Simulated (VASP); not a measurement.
OSZICAR of a VASP run on GaAs (zinc blende):

### OSZICAR
```
       N       E                     dE             d eps       ncg     rms          rms(c)
DAV:   1     0.720799396271E+02    0.72080E+02   -0.81611E+03  9059   0.161E+03
DAV:   2    -0.290422573770E+01   -0.74984E+02   -0.72466E+02  9773   0.287E+02
DAV:   3    -0.832491143387E+01   -0.54207E+01   -0.53908E+01 11138   0.694E+01
DAV:   4    -0.841248131850E+01   -0.87570E-01   -0.87540E-01 10320   0.985E+00
DAV:   5    -0.841403944799E+01   -0.15581E-02   -0.15581E-02 11070   0.110E+00    0.275E+00
DAV:   6    -0.827819272427E+01    0.13585E+00   -0.25908E-01 13590   0.912E+00    0.165E+00
DAV:   7    -0.826224441725E+01    0.15948E-01   -0.66018E-02 11268   0.197E+00    0.559E-01
DAV:   8    -0.826311253089E+01   -0.86811E-03   -0.10087E-02 10388   0.138E+00    0.897E-02
DAV:   9    -0.826352394404E+01   -0.41141E-03   -0.10826E-03 10704   0.479E-01    0.570E-02
DAV:  10    -0.826359057785E+01   -0.66634E-04   -0.78466E-05 10855   0.917E-02    0.306E-02
DAV:  11    -0.826364772515E+01   -0.57147E-04   -0.90664E-05  9343   0.796E-02    0.421E-03
DAV:  12    -0.826364809752E+01   -0.37238E-06   -0.14791E-06  8550   0.187E-02
   1 F= -.82636481E+01 E0= -.82635921E+01  d E =-.112019E-03
```

Which electronic solver shows in the log?

It is blocked Davidson (ALGO = Normal, or the opening steps of other solvers). The INCAR had ALGO = Normal.

Can the final energy be trusted as converged?

The run converged. It stopped with EDIFF = 1E-6, NELM = 100 (PBE GGA, plane waves, VASP's PBE PAW potentials (set 64)).

The compound is GaAs in the zinc blende structure. The cell was not relaxed at this level. The run is one of a series of settings (ISYM = -1 against the base run), some of them coarse on purpose.
